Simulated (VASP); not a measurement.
Crystal: Sn2H3Br.

```
CELL_PARAMETERS angstrom
9.45044 0.16451 0.00263
-2.29137 4.06565 0.00664
0.00249 0.01596 8.90964
ATOMIC_POSITIONS crystal
Sn 0.34501 0.32952 0.13295
Sn 0.80100 0.30667 0.15140
Sn 0.17540 0.64126 0.03749
Sn 0.64226 0.61170 0.06260
H 0.34874 0.38174 0.31120
H 0.86267 0.34745 0.31834
H 0.97930 0.95049 0.45506
H 0.47985 0.90662 0.41919
H 0.04344 0.01264 0.49743
H 0.47434 0.98522 0.53605
Br 0.14106 0.64841 0.75039
Br 0.67344 0.60678 0.75304
```

The cell was built by a generator and needn't be a form met in nature.

```yaml
Program: VASP 6.6.1
Task: relaxation of cell and atoms
Functional: PBE
Potentials_or_basis: VASP PAW PBE potentials, release 64 (Sn_d, H, Br)
Cutoff: 520 eV
k_mesh: 6 × 6 × 3
Occupations: gaussian, width 0.15 eV
Spin: no spin polarisation
```

At the start: pressure 1.2 GPa; volume 28.81 Å³/atom.

How do energy, volume and symmetry change on relaxing?

Over 55 steps the energy falls by 242.2 meV/atom and the volume is 29.99 Å³/atom (+4.1 %); space group P1 (No. 1, to 0.05 Å).

The path:
```csv
step,energy change (eV),largest force (eV/Å),pressure (GPa),volume (Å³)
1,0.0000,4.6365,1.25,345.69
3,-1.8102,3.7092,-0.65,352.36
5,-2.1892,3.2901,-0.40,351.94
7,-2.3945,2.6767,0.14,351.36
9,-2.6903,1.0960,0.38,351.50
11,-2.7621,0.8766,-0.11,353.29
13,-2.8409,0.5980,-0.09,354.09
15,-2.8541,0.2483,0.00,353.83
17,-2.8669,0.3761,-0.05,353.62
19,-2.8724,0.1569,0.04,353.27
21,-2.8796,0.1989,0.04,353.36
23,-2.8804,0.3180,0.03,353.39
25,-2.8844,0.1083,-0.03,353.62
27,-2.8867,0.1156,0.08,353.50
29,-2.8881,0.1265,0.10,354.12
31,-2.8895,0.1286,0.02,355.11
33,-2.8911,0.1215,-0.01,356.82
35,-2.8937,0.1384,-0.07,357.62
37,-2.8959,0.1085,-0.14,358.12
39,-2.8983,0.1433,0.01,357.21
41,-2.8999,0.1096,0.06,356.80
43,-2.9017,0.1898,0.00,357.53
45,-2.9024,0.0672,0.07,357.45
47,-2.9031,0.0686,0.05,357.81
49,-2.9047,0.0430,0.00,358.99
51,-2.9051,0.0518,-0.04,359.31
53,-2.9057,0.0522,0.00,359.72
55,-2.9061,0.0230,-0.02,359.90
```

Final structure:
```yaml
crystal:
  lattice:
    - [9.61337, -0.02000, -0.03280]
    - [-2.40882, 4.17398, -0.05186]
    - [-0.01906, -0.12724, 8.98184]
  atoms:
    - { symbol: Sn, position: [0.33075, 0.31936, 0.12351] }
    - { symbol: Sn, position: [0.83282, 0.31463, 0.13222] }
    - { symbol: Sn, position: [0.16330, 0.64923, 0.03926] }
    - { symbol: Sn, position: [0.66553, 0.64332, 0.04657] }
    - { symbol: H, position: [0.33386, 0.33658, 0.31748] }
    - { symbol: H, position: [0.84063, 0.32560, 0.32614] }
    - { symbol: H, position: [0.97406, 0.94723, 0.45207] }
    - { symbol: H, position: [0.47768, 0.91905, 0.44345] }
    - { symbol: H, position: [0.04731, 0.02501, 0.50215] }
    - { symbol: H, position: [0.48095, 0.99095, 0.51934] }
    - { symbol: Br, position: [0.15302, 0.64058, 0.75781] }
    - { symbol: Br, position: [0.66661, 0.61697, 0.76514] }
```
